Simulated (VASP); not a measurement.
# SrTiO3 (Tausonite): quasiparticle gap under strain, part 4 of 5

How does the quasiparticle gap of SrTiO3 (Tausonite) follow strain, and does the starting functional get the slope right? The cell has space group Pm-3m. The start is a cell from a database of measured crystal structures.

VASP 6.6.1, plane waves and PAW; the level of theory is named at each step.

So far, quasiparticle gap on the mesh (eV): step 5 (G0W0) 3.62. Also gap on the k-mesh (eV): step 4 (empty bands) 1.86; step 6 (ground state of a strained cell, scale 0.94) 1.97.

**8. G0W0, scale 0.94**

This step: G0W0 on PBE, no spin polarisation; plane waves and PAW (Sr_sv_GW, Ti_sv_GW, O_GW) (VASP 6.6.1).

G0W0 on the strained cell, with unchanged settings.

Input file INCAR:

```
SYSTEM = SrTiO3
PREC = Accurate
ENCUT = 440
ISMEAR = 0
SIGMA = 0.01
LREAL = .FALSE.
GGA = PE
NBANDS = 184
LASPH = .TRUE.
ALGO = EVGW0
NELMGW = 1
ENCUTGW = 120
NOMEGA = 48
PRECFOCK = Fast
NBANDSGW = 32
LWAVE = .FALSE.
LCHARG = .FALSE.
```

Input file POSCAR:

```
SrTiO3
1.0
    3.8255580386      0.0000000000      0.0000000000
    0.0000000000      3.8255580386      0.0000000000
    0.0000000000      0.0000000000      3.8255580386
Sr Ti O
1 1 3
Direct
    0.5000000000      0.5000000000      0.5000000000
    0.0000000000      0.0000000000      0.0000000000
    0.5000000000      0.0000000000      0.0000000000
    0.0000000000      0.5000000000      0.0000000000
    0.0000000000      0.0000000000      0.5000000000
```

Input file KPOINTS:

```
Automatic mesh
0
Gamma
4 4 4
0 0 0
```

Potentials, in the order of the species: Sr_sv_GW, Ti_sv_GW and O_GW (PBE family, release 64).

Command:

```sh
mpirun -np 8 vasp_std
```

What it wrote:

```text
[banner, memory and clock lines left out]
running    8 mpi-ranks, on    1 nodes
[...]
[... a notice as in an earlier step ...]

 [... a notice as in an earlier step ...]

 LDA part: xc-table for (Slater+PW92), standard interpolation
 found WAVECAR, reading the header
 POSCAR, INCAR and KPOINTS ok, starting setup
[...]
reading WAVECAR
 the WAVECAR file was read successfully
 initial charge from wavefunction
 available memory per node:     57.03 GB, setting MAXMEM to     58394

 The Fermi energy was updated, please check that it is located mid-gap
 values below the HOMO (VB) or above the LUMO (CB) will cause erroneous energies
 E-fermi :   6.5892

 calculate exact exchange contribution
 the WAVEDER file was read successfully
energies w=
    0.000    0.000    0.846    0.000    1.689    0.000    2.525    0.000
    3.351    0.000    4.165    0.000    4.965    0.000    5.751    0.000
    6.522    0.000    7.279    0.000    8.022    0.000    8.753    0.000
[...]
total number of BLAS operations       1007.50 Gflops
NQ=   6    0.5000    0.5000    0.0000,
|.........|.........|.........|.........|.........|.........|.........|.........
 performed       5025000 updates of chi_q(r,r)
 total number of BLAS operations       1166.11 Gflops
NQ=   7    0.2500    0.2500    0.2500,
|.........|.........|.........|.........|.........|.........|.........|.........
 performed       5868000 updates of chi_q(r,r)
 total number of BLAS operations       1352.12 Gflops
NQ=   8    0.5000    0.2500    0.2500,
|.........|.........|.........|.........|.........|.........|.........|.........
 performed       6876000 updates of chi_q(r,r)
 total number of BLAS operations       1579.86 Gflops
NQ=   9    0.5000    0.5000    0.2500,
|.........|.........|.........|.........|.........|.........|.........|.........
 performed       7766000 updates of chi_q(r,r)
 total number of BLAS operations       1781.01 Gflops
NQ=  10    0.5000    0.5000    0.5000,
|.........|.........|.........|.........|.........|.........|.........|.........
 performed       8303000 updates of chi_q(r,r)
 total number of BLAS operations       1891.11 Gflops
 resolving degeneracies of screened two electron integrals

 calculate QP shifts <psi_nk| G(iteration)W_0 |psi_nk>: iteration 1
 entering main loop
```

Elapsed: 2.2 min, on 8 MPI ranks of Intel Xeon Platinum 8488C (Sapphire Rapids), shared host; peak memory 1.9 GiB; 16 min of CPU time.

From OUTCAR (step 8):

```text
 QP shifts <psi_nk| G(iteration)W_0 |psi_nk>: iteration 1
 for sc-GW calculations column KS-energies equals QP-energies in previous step
 and V_xc(KS)=  KS-energies - (<T + V_ion + V_H > + <T+V_H+V_ion>^1  + <V_x>^1)
 k-point   1 :       0.0000    0.0000    0.0000
  band No.  KS-energies  QP-energies   sigma(KS)   V_xc(KS)     V^pw_x(r,r')   Z            occupation Imag(sigma)
    ...
     17       4.3185       3.8057     -19.5386     -18.8365     -24.1753       0.7303       2.0000       0.4033
     18       5.2968       4.9376     -20.9934     -20.5107     -25.4448       0.7441       2.0000       0.3338
     19       5.2968       4.9376     -20.9934     -20.5107     -25.4448       0.7441       2.0000       0.3338
     20       5.2968       4.9376     -20.9934     -20.5107     -25.4448       0.7441       2.0000       0.3338
     21       7.5764       8.9992     -16.4623     -18.3534     -10.7381       0.7524       0.0000      -0.2649
     22       7.5764       8.9992     -16.4623     -18.3534     -10.7381       0.7524       0.0000      -0.2649
     23       7.5764       8.9992     -16.4623     -18.3534     -10.7381       0.7524       0.0000      -0.2649
     24      10.3631      12.2397     -19.0395     -21.5618     -13.2923       0.7440       0.0000      -0.2694
    ...

[... 2 parts as in an earlier step ...]

[... 1 further part left out ...]
[key lines of the parts left out:]
E-fermi :   6.5892
```

The gap is now 3.772 eV, +156 meV against the unstrained cell. Spin-orbit coupling is left out.

**9. Ground state of a strained cell, scale 0.97**

This step: PBE, no spin polarisation; plane waves and PAW (Sr_sv_GW, Ti_sv_GW, O_GW) (VASP 6.6.1).

The volume is scaled by 0.97, at the same cutoff, mesh and band count, and the chain is run again.

Input file INCAR:

```
SYSTEM = SrTiO3
PREC = Accurate
ENCUT = 440
EDIFF = 1E-08
NELM = 100
ISMEAR = 0
SIGMA = 0.01
LREAL = .FALSE.
ALGO = Normal
GGA = PE
NBANDS = 26
LASPH = .TRUE.
LORBIT = 11
LWAVE = .TRUE.
LCHARG = .FALSE.
KPAR = 8
```

POSCAR, as its differences from that of step 8:

```diff
@@ -2,5 +2,5 @@
 1.0
-    3.8255580386      0.0000000000      0.0000000000
-    0.0000000000      3.8255580386      0.0000000000
-    0.0000000000      0.0000000000      3.8255580386
+    3.8658300301      0.0000000000      0.0000000000
+    0.0000000000      3.8658300301      0.0000000000
+    0.0000000000      0.0000000000      3.8658300301
 Sr Ti O
```

KPOINTS is that of step 8.

Command:

```sh
mpirun -np 8 vasp_std
```

What it wrote:

```text
[... set-up lines as in an earlier step ...]
 entering main loop
       N       E                     dE             d eps       ncg     rms          rms(c)
DAV:   1     0.483941218317E+03    0.48394E+03   -0.19350E+04   592   0.144E+03
DAV:   2    -0.120034686564E+02   -0.49594E+03   -0.47907E+03   862   0.672E+02
DAV:   3    -0.597604216517E+02   -0.47757E+02   -0.47355E+02   832   0.239E+02
DAV:   4    -0.614988932407E+02   -0.17385E+01   -0.17343E+01   960   0.379E+01
[...]
DAV:  18    -0.470207779122E+02    0.65233E-06   -0.17099E-06   856   0.229E-02    0.546E-03
DAV:  19    -0.470207779017E+02    0.10502E-07   -0.11352E-07   776   0.330E-03    0.190E-03
DAV:  20    -0.470207779114E+02   -0.97580E-08   -0.32260E-09   480   0.106E-03
   1 F= -.47020778E+02 E0= -.47020778E+02  d E =-.289113E-82
 writing wavefunctions
```

It took 9.8 s on 8 MPI ranks; peak memory 1.5 GiB.

From OUTCAR (step 9):

```text
  Total        2.5500639      2.5500639      2.5500639      0.0000000      0.0000000     -0.0000000
  in kB       70.7185566     70.7185566     70.7185566      0.0000000      0.0000000     -0.0000000
  external PRESSURE =      70.7185566 kB  Pullay stress =       0.0000000 kB

 POSITION                                       TOTAL-FORCE (eV/Angst)
 -----------------------------------------------------------------------------------
      1.93292      1.93292      1.93292         0.000000      0.000000      0.000000
      0.00000      0.00000      0.00000         0.000000      0.000000      0.000000
      1.93292      0.00000      0.00000         0.000000      0.000000      0.000000
      0.00000      1.93292      0.00000         0.000000      0.000000      0.000000
      0.00000      0.00000      1.93292         0.000000      0.000000      0.000000
 -----------------------------------------------------------------------------------
    total drift:                               -0.000000      0.000000     -0.000000

  FREE ENERGIE OF THE ION-ELECTRON SYSTEM (eV)
  ---------------------------------------------------
  free  energy   TOTEN  =       -47.0207779114 eV

  energy  without entropy=      -47.0207779114  energy(sigma->0) =      -47.02077791

[... 1 part as in an earlier step ...]

[... 2 further parts left out ...]
[key lines of the parts left out:]
E-fermi :   5.4404
```

The run ends at a pressure of 7.07 GPa.

**10. Empty bands, scale 0.97**

The empty bands are made again, for the run that follows.

Input file INCAR:

```
SYSTEM = SrTiO3
PREC = Accurate
ENCUT = 440
ISMEAR = 0
SIGMA = 0.01
LREAL = .FALSE.
GGA = PE
NBANDS = 184
LASPH = .TRUE.
ALGO = Exact
NELM = 1
LWAVE = .TRUE.
LCHARG = .FALSE.
LOPTICS = .TRUE.
NEDOS = 1000
CSHIFT = 0.1
```

POSCAR is that of step 9.

KPOINTS is that of step 9.

Command:

```sh
mpirun -np 8 vasp_std
```

What it wrote:

```text
[... set-up lines as in an earlier step ...]
 entering main loop
       N       E                     dE             d eps       ncg     rms          rms(c)
DIA:   1    -0.470207779680E+02   -0.47021E+02    0.00000E+00     0   0.000E+00
   1 F= -.47020778E+02 E0= -.47020778E+02  d E =-.501849E-19
 writing wavefunctions
 optical routines
 imaginary and real dielectric function
 recalculating local potential from charge density
 direction            1
 direction            2
 direction            3
```

Elapsed: 9.6 s, on 8 MPI ranks; peak memory 1.5 GiB.

OUTCAR, selected parts (step 10):

```text
  Total        2.5519701      2.5519701      2.5519701      0.0000000      0.0000000     -0.0000000
  in kB       70.7714179     70.7714179     70.7714179      0.0000000      0.0000000     -0.0000000
  external PRESSURE =      70.7714179 kB  Pullay stress =       0.0000000 kB

 POSITION                                       TOTAL-FORCE (eV/Angst)
 -----------------------------------------------------------------------------------
      1.93292      1.93292      1.93292         0.000000      0.000000      0.000000
      0.00000      0.00000      0.00000         0.000000      0.000000      0.000000
      1.93292      0.00000      0.00000         0.000000      0.000000      0.000000
      0.00000      1.93292      0.00000         0.000000      0.000000      0.000000
      0.00000      0.00000      1.93292         0.000000      0.000000      0.000000
 -----------------------------------------------------------------------------------
    total drift:                                0.000000      0.000000     -0.000000

  FREE ENERGIE OF THE ION-ELECTRON SYSTEM (eV)
  ---------------------------------------------------
  free  energy   TOTEN  =       -47.0207779680 eV

  energy  without entropy=      -47.0207779680  energy(sigma->0) =      -47.02077797

[... 2 parts as in an earlier step ...]

[... 1 further part left out ...]
[key lines of the parts left out:]
E-fermi :   5.3655
```

**11. G0W0, scale 0.97**

This step: G0W0 on PBE, no spin polarisation; plane waves and PAW (Sr_sv_GW, Ti_sv_GW, O_GW) (VASP 6.6.1).

Input file INCAR:

```
SYSTEM = SrTiO3
PREC = Accurate
ENCUT = 440
ISMEAR = 0
SIGMA = 0.01
LREAL = .FALSE.
GGA = PE
NBANDS = 184
LASPH = .TRUE.
ALGO = EVGW0
NELMGW = 1
ENCUTGW = 120
NOMEGA = 48
PRECFOCK = Fast
NBANDSGW = 32
LWAVE = .FALSE.
LCHARG = .FALSE.
```

POSCAR is that of step 10.

KPOINTS is that of step 10.

Command:

```sh
mpirun -np 8 vasp_std
```

What it wrote:

```text
[banner, memory and clock lines left out]
running    8 mpi-ranks, on    1 nodes
[...]
[... a notice as in an earlier step ...]

 [... a notice as in an earlier step ...]

 LDA part: xc-table for (Slater+PW92), standard interpolation
 found WAVECAR, reading the header
 POSCAR, INCAR and KPOINTS ok, starting setup
[...]
reading WAVECAR
 the WAVECAR file was read successfully
 initial charge from wavefunction
 available memory per node:     57.14 GB, setting MAXMEM to     58510

 The Fermi energy was updated, please check that it is located mid-gap
 values below the HOMO (VB) or above the LUMO (CB) will cause erroneous energies
 E-fermi :   6.2636

 calculate exact exchange contribution
 the WAVEDER file was read successfully
energies w=
    0.000    0.000    0.848    0.000    1.693    0.000    2.531    0.000
    3.359    0.000    4.175    0.000    4.977    0.000    5.765    0.000
    6.538    0.000    7.296    0.000    8.041    0.000    8.774    0.000
[...]
total number of BLAS operations       1055.02 Gflops
NQ=   6    0.5000    0.5000    0.0000,
|.........|.........|.........|.........|.........|.........|.........|.........
 performed       5025000 updates of chi_q(r,r)
 total number of BLAS operations       1213.63 Gflops
NQ=   7    0.2500    0.2500    0.2500,
|.........|.........|.........|.........|.........|.........|.........|.........
 performed       5868000 updates of chi_q(r,r)
 total number of BLAS operations       1413.33 Gflops
NQ=   8    0.5000    0.2500    0.2500,
|.........|.........|.........|.........|.........|.........|.........|.........
 performed       6876000 updates of chi_q(r,r)
 total number of BLAS operations       1652.05 Gflops
NQ=   9    0.5000    0.5000    0.2500,
|.........|.........|.........|.........|.........|.........|.........|.........
 performed       7766000 updates of chi_q(r,r)
 total number of BLAS operations       1853.20 Gflops
NQ=  10    0.5000    0.5000    0.5000,
|.........|.........|.........|.........|.........|.........|.........|.........
 performed       8303000 updates of chi_q(r,r)
 total number of BLAS operations       1963.30 Gflops
 resolving degeneracies of screened two electron integrals

 calculate QP shifts <psi_nk| G(iteration)W_0 |psi_nk>: iteration 1
 entering main loop
```

Elapsed: 2.5 min, on 8 MPI ranks; peak memory 1.9 GiB.

From OUTCAR (step 11):

```text
 QP shifts <psi_nk| G(iteration)W_0 |psi_nk>: iteration 1
 for sc-GW calculations column KS-energies equals QP-energies in previous step
 and V_xc(KS)=  KS-energies - (<T + V_ion + V_H > + <T+V_H+V_ion>^1  + <V_x>^1)
 k-point   1 :       0.0000    0.0000    0.0000
  band No.  KS-energies  QP-energies   sigma(KS)   V_xc(KS)     V^pw_x(r,r')   Z            occupation Imag(sigma)
    ...
     17       4.0779       3.5828     -19.4689     -18.7866     -24.1066       0.7257       2.0000       0.4153
     18       4.9737       4.6227     -20.8623     -20.3879     -25.3011       0.7399       2.0000       0.3444
     19       4.9737       4.6227     -20.8623     -20.3879     -25.3011       0.7399       2.0000       0.3444
     20       4.9737       4.6227     -20.8623     -20.3879     -25.3011       0.7399       2.0000       0.3444
     21       7.2219       8.6358     -16.4846     -18.3792     -10.7222       0.7463       0.0000      -0.2748
     22       7.2219       8.6358     -16.4846     -18.3792     -10.7222       0.7463       0.0000      -0.2748
     23       7.2219       8.6358     -16.4846     -18.3792     -10.7222       0.7463       0.0000      -0.2748
     24       9.8405      11.7081     -19.2915     -21.8350     -13.4894       0.7343       0.0000      -0.2823
    ...

[... 2 parts as in an earlier step ...]

[... 1 further part left out ...]
[key lines of the parts left out:]
E-fermi :   6.2636
```

The gap is now 3.694 eV, +78 meV against the unstrained cell. Spin-orbit coupling is left out.

**12. Ground state of a strained cell, scale 1.03**

This step: PBE, no spin polarisation; plane waves and PAW (Sr_sv_GW, Ti_sv_GW, O_GW) (VASP 6.6.1).

The volume is scaled by 1.03, at the same cutoff, mesh and band count, and the chain is run again.

Input file INCAR:

```
SYSTEM = SrTiO3
PREC = Accurate
ENCUT = 440
EDIFF = 1E-08
NELM = 100
ISMEAR = 0
SIGMA = 0.01
LREAL = .FALSE.
ALGO = Normal
GGA = PE
NBANDS = 26
LASPH = .TRUE.
LORBIT = 11
LWAVE = .TRUE.
LCHARG = .FALSE.
KPAR = 8
```

POSCAR, as its differences from that of step 11:

```diff
@@ -2,5 +2,5 @@
 1.0
-    3.8658300301      0.0000000000      0.0000000000
-    0.0000000000      3.8658300301      0.0000000000
-    0.0000000000      0.0000000000      3.8658300301
+    3.9439486534      0.0000000000      0.0000000000
+    0.0000000000      3.9439486534      0.0000000000
+    0.0000000000      0.0000000000      3.9439486534
 Sr Ti O
```

KPOINTS is that of step 11.

Command:

```sh
mpirun -np 8 vasp_std
```

What it wrote:

```text
[... set-up lines as in an earlier step ...]
 entering main loop
       N       E                     dE             d eps       ncg     rms          rms(c)
DAV:   1     0.506330972328E+03    0.50633E+03   -0.19430E+04   592   0.143E+03
DAV:   2    -0.132903970227E+02   -0.51962E+03   -0.50093E+03   884   0.688E+02
DAV:   3    -0.604150864518E+02   -0.47125E+02   -0.46734E+02   870   0.235E+02
DAV:   4    -0.620179584262E+02   -0.16029E+01   -0.15985E+01   880   0.367E+01
[...]
DAV:  19    -0.471205346543E+02   -0.43448E-07   -0.89157E-08   752   0.326E-03    0.101E-03
DAV:  20    -0.471205346769E+02   -0.22636E-07   -0.56729E-09   456   0.106E-03    0.106E-03
DAV:  21    -0.471205346741E+02    0.28144E-08   -0.28457E-09   436   0.791E-04
   1 F= -.47120535E+02 E0= -.47120535E+02  d E =-.100872E-28
 writing wavefunctions
```

Run time: 12 s. Hardware: 8 MPI ranks; peak memory 1.5 GiB; 70 s of CPU time.

From OUTCAR (step 12):

```text
  Total       -1.5676377     -1.5676377     -1.5676377     -0.0000000     -0.0000000      0.0000000
  in kB      -40.9413834    -40.9413834    -40.9413834     -0.0000000     -0.0000000      0.0000000
  external PRESSURE =     -40.9413834 kB  Pullay stress =       0.0000000 kB

 POSITION                                       TOTAL-FORCE (eV/Angst)
 -----------------------------------------------------------------------------------
      1.97197      1.97197      1.97197         0.000000      0.000000      0.000000
      0.00000      0.00000      0.00000         0.000000      0.000000      0.000000
      1.97197      0.00000      0.00000         0.000000      0.000000      0.000000
      0.00000      1.97197      0.00000         0.000000      0.000000      0.000000
      0.00000      0.00000      1.97197         0.000000      0.000000      0.000000
 -----------------------------------------------------------------------------------
    total drift:                               -0.000000      0.000000     -0.000000

  FREE ENERGIE OF THE ION-ELECTRON SYSTEM (eV)
  ---------------------------------------------------
  free  energy   TOTEN  =       -47.1205346741 eV

  energy  without entropy=      -47.1205346741  energy(sigma->0) =      -47.12053467

[... 1 part as in an earlier step ...]

[... 2 further parts left out ...]
[key lines of the parts left out:]
E-fermi :   4.8346
```

The run ends at a pressure of -4.09 GPa.

**13. Empty bands, scale 1.03**

The empty bands are made again, for the run that follows.

Input file INCAR:

```
SYSTEM = SrTiO3
PREC = Accurate
ENCUT = 440
ISMEAR = 0
SIGMA = 0.01
LREAL = .FALSE.
GGA = PE
NBANDS = 184
LASPH = .TRUE.
ALGO = Exact
NELM = 1
LWAVE = .TRUE.
LCHARG = .FALSE.
LOPTICS = .TRUE.
NEDOS = 1000
CSHIFT = 0.1
```

POSCAR is that of step 12.

KPOINTS is that of step 12.

Command:

```sh
mpirun -np 8 vasp_std
```

What it wrote:

```text
[... set-up lines as in an earlier step ...]
 entering main loop
       N       E                     dE             d eps       ncg     rms          rms(c)
DIA:   1    -0.471205346788E+02   -0.47121E+02    0.00000E+00     0   0.000E+00
   1 F= -.47120535E+02 E0= -.47120535E+02  d E =-.233802-114
 writing wavefunctions
 optical routines
 imaginary and real dielectric function
 recalculating local potential from charge density
 direction            1
 direction            2
 direction            3
```

It took 14 s on 8 MPI ranks; peak memory 1.6 GiB.

From OUTCAR (step 13):

```text
  Total       -1.5681965     -1.5681965     -1.5681965     -0.0000000     -0.0000000      0.0000000
  in kB      -40.9559779    -40.9559779    -40.9559779     -0.0000000     -0.0000000      0.0000000
  external PRESSURE =     -40.9559779 kB  Pullay stress =       0.0000000 kB

 POSITION                                       TOTAL-FORCE (eV/Angst)
 -----------------------------------------------------------------------------------
      1.97197      1.97197      1.97197         0.000000      0.000000      0.000000
      0.00000      0.00000      0.00000         0.000000      0.000000      0.000000
      1.97197      0.00000      0.00000         0.000000      0.000000      0.000000
      0.00000      1.97197      0.00000         0.000000      0.000000      0.000000
      0.00000      0.00000      1.97197         0.000000      0.000000      0.000000
 -----------------------------------------------------------------------------------
    total drift:                                0.000000      0.000000     -0.000000

  FREE ENERGIE OF THE ION-ELECTRON SYSTEM (eV)
  ---------------------------------------------------
  free  energy   TOTEN  =       -47.1205346788 eV

  energy  without entropy=      -47.1205346788  energy(sigma->0) =      -47.12053468

[... 2 parts as in an earlier step ...]

[... 1 further part left out ...]
[key lines of the parts left out:]
E-fermi :   4.9180
```

[end of part 4 of 5]

[Lines on the potential files, build, host, timing and source positions are cut from VASP's logs without a mark.]

[Logs are printed without paths, hosts, clocks, repeated set-up lines and the standing remarks that a program may print on its own settings, such as how far it seeks lower states.]

[Hosts, paths, dates, database ids (printed as entryN), source tags and the programs' standing remarks are cut or masked in the printed files.]

[Pressures printed for these runs are not shown converged in the cutoff: they can be off by several GPa and have the wrong sign.]

[In band tables of VASP the shares of atoms and orbitals are scaled to a sum of 1 inside the atoms' spheres.]
